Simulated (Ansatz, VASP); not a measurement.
# Two plane-wave programs on Si4Hg

```
Si Hg
1.0
    -3.02716    3.02716    3.02716
     3.02716   -3.02716    3.02716
     3.02716    3.02716   -3.02716
Si Hg
4 1
Direct
  0.50000 0.50000 0.50000
  0.50000 0.00000 0.00000
  0.00000 0.00000 0.50000
  0.00000 0.50000 0.00000
  0.00000 0.00000 0.00000
```

Change from the starting cell: species swapped into the Hg4Pt type (Im-3m, No. 229).

Alike in both runs: functional PBE; k mesh 10 × 10 × 10; occupations gaussian, width 0.1 eV; no spin polarisation.

Ansatz relaxed the structure, and its values are those at the end. VASP's run is a single point on that final structure, the one shown.

|  | VASP | Ansatz |
| --- | --- | --- |
| version | VASP 6.6.1 | Ansatz 0.2.0 |
| potentials or method | VASP PAW PBE potentials, release 64 (Si, Hg) | scalar-relativistic, plane waves, PAW |
| plane-wave cutoff (eV) | 520 | 420 |
| valence electrons in the cell | 28 | 36 |

|  | VASP | Ansatz | Ansatz less VASP |
| --- | --- | --- | --- |
| gap on the k mesh at the Fermi level (eV) | none | none | - |
| pressure (GPa) | 0.2 | 0.0 | -0.24 |

A gap of «none» marks a metal or a gap that the smearing closes. The functional is the same, so the differences come from potentials, cutoffs and numerics. The two sets of potentials don't hold the same shells in valence.

The runs have no spin-orbit coupling, so splittings on Hg are missing.
